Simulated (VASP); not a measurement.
TiC:

```
Ti C
1.0
     0.00000    2.15930    2.15930
     2.15930    0.00000    2.15930
     2.15930    2.15930    0.00000
Ti C
1 1
Cartesian
  0.0000 0.0000 0.0000
  2.1593 2.1593 2.1593
```

```yaml
Program: VASP 6.6.1
Task: relaxation of cell and atoms
Functional: PBEsol
Potentials_or_basis: VASP PAW PBE potentials, release 64 (Ti_sv, C)
Cutoff: 600 eV
k_mesh: 14 × 14 × 14
Occupations: methfessel-paxton, width 0.1 eV
Spin: no spin polarisation
```

At the start: pressure -4.4 GPa; volume 10.07 Å³/atom.

Task: Where does the relaxation end?

Result: Over 3 steps the energy falls by 2.4 meV/atom and the volume is 9.90 Å³/atom (-1.7 %); space group Fm-3m (No. 225, to 0.05 Å).

Step by step:
```
step  energy change (eV)  largest force (eV/Å)  pressure (GPa)  volume (Å³)
   1              0.0000                0.0000           -4.41        20.14
   2              0.0042                0.0000            6.42        19.34
   3             -0.0048                0.0000           -0.02        19.80
```

Final structure:
```xyz
2
Lattice="0.0000 2.1471 2.1471 2.1471 0.0000 2.1471 2.1471 2.1471 0.0000" Properties=species:S:1:pos:R:3 pbc="T T T"
Ti    0.0000    0.0000    0.0000
C     2.1471    2.1471    2.1471
```

Caveat: the PAW data sets were made with another functional, which shifts forces and pressure a little.
